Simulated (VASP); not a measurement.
```
CELL_PARAMETERS angstrom
      5.98171     0.00000     0.00000
      0.00000     5.98171     0.00000
      0.00000     0.00000     5.98171
ATOMIC_POSITIONS crystal
  In 0.00000 0.00000 0.00000
  In 0.50000 0.50000 0.00000
  In 0.50000 0.00000 0.50000
  As 0.23945 0.26055 0.26055
  As 0.76055 0.73945 0.26055
  As 0.76055 0.26055 0.73945
  As 0.23945 0.73945 0.73945
  Al 0.00000 0.50000 0.50000
```

These are PBEsol GGA, VASP's PBE PAW potentials (set 64) (plane waves; VASP) values and carry that method's errors. Run with 400 eV cut-off, Gaussian smearing of 0.050 eV, potentials In_d As Al.

Unless said otherwise, spin-orbit coupling is left out, though it shifts the bands of the heavy elements here.

Question: Predict the band gap (along the path) with the smallest direct gap where there is one.

Answer: 
```yaml
band gap (along the path): 0.19 eV
smallest direct gap (along the path): 0.19 eV
```

Only differences to runs with the same potentials and settings are physical.

The structure was generated: AlIn3As4 was put into an ordered model structure (P-43m), which need not be its known phase. It was relaxed first.
